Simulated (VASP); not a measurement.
Write the native input for VASP 6.6.1 that does the following.

```
Task                               : band structure
Functional                         : HSE06
Potentials or basis                : VASP PAW PBE potentials, release 64 (Sn_d, Se)
Cutoff                             : 520 eV
k mesh                             : 6 × 6 × 3
Occupations                        : gaussian, width 0.03 eV
Spin                               : spin-orbit coupling, no magnetisation
Grid for exact exchange (PRECFOCK) : Fast
Screening parameter                : 0.2 1/A
Further INCAR settings             : ALGO = Normal; EDIFF = 1e-06; NBANDS = 41
```

SnSe2:

```
CELL_PARAMETERS angstrom
3.84084 0.00000 0.00000
-1.92042 3.32627 0.00000
0.00000 0.00000 6.00733
ATOMIC_POSITIONS crystal
Sn 0.00000 0.00000 0.00000
Se 0.33333 0.66667 0.26551
Se 0.66667 0.33333 0.73449
```

One way to write it, as run:

POSCAR

```
SnSe2                                   
1.0
    3.8408445569     -0.0000000000      0.0000000000
   -1.9204222785      3.3262689544     -0.0000000000
   -0.0000000000      0.0000000000      6.0073285722
  Sn              Se            
     1     2
Direct
     0.0000000000000000    0.0000000000000000    0.0000000000000000
     0.3333333300000021    0.6666666699999979    0.2655066016043490
     0.6666666699999979    0.3333333300000021    0.7344933983956510
```

INCAR.step1

```
ALGO = Normal ; EDIFF = 1E-5
ENCUT = 520 ; GGA = PE
GGA_COMPAT = F ; ISIF = 2
ISMEAR = 0 ; KPAR = 4
LASPH = T ; LCHARG = F
LORBIT = 11 ; LREAL = F
LSORBIT = T ; LWAVE = T
MAGMOM = 0 0 0 0 0 0 0 0 0 ; NBANDS = 41
NELM = 80 ; PREC = Accurate
SIGMA = 0.03
```

INCAR.step2

```
ALGO = Normal ; EDIFF = 1E-6
ENCUT = 520 ; GGA = PE
GGA_COMPAT = F ; HFSCREEN = 0.2
ISIF = 2 ; ISMEAR = 0
ISTART = 1 ; KPAR = 4
LASPH = T ; LCHARG = F
LHFCALC = T ; LORBIT = 11
LREAL = F ; LSORBIT = T
LWAVE = F ; MAGMOM = 0 0 0 0 0 0 0 0 0
NBANDS = 41 ; NELM = 80
PREC = Accurate ; PRECFOCK = Fast
SIGMA = 0.03
```

KPOINTS

```
k-points
0
Gamma
  6 6 3
```

KPOINTS_OPT

```
explicit points
6
Reciprocal
 0.0000000000  0.0000000000  0.0000000000 1
 0.0000000000  0.0000000000  0.5000000000 1
 0.3333333333  0.3333333333  0.5000000000 1
 0.3333333333  0.3333333333  0.0000000000 1
 0.5000000000  0.0000000000  0.5000000000 1
 0.5000000000  0.0000000000  0.0000000000 1
```

Potentials or basis: VASP PAW PBE potentials, release 64 (Sn_d, Se).

The run is started by

```console
$ cat potpaw_PBE.64/Sn_d/POTCAR potpaw_PBE.64/Se/POTCAR > POTCAR
$ cp INCAR.step1 INCAR
$ mpirun -np 4 vasp_ncl > vasp.out
$ cp INCAR.step2 INCAR
$ mpirun -np 4 vasp_ncl > vasp.out
```

It gave:

The pressure is -0.7 GPa. The largest force is 0.572 eV/Å and the valence electrons inside the program's atomic spheres are Sn 12.15; Se 3.87.

Caveat: the PAW data sets were made with another functional, which shifts forces and pressure a little.

Wall time 36 min on 4 MPI ranks on Intel(R) Xeon(R) 6975P-C (Granite Rapids) (shared host), peak memory 0.62 GiB a rank.
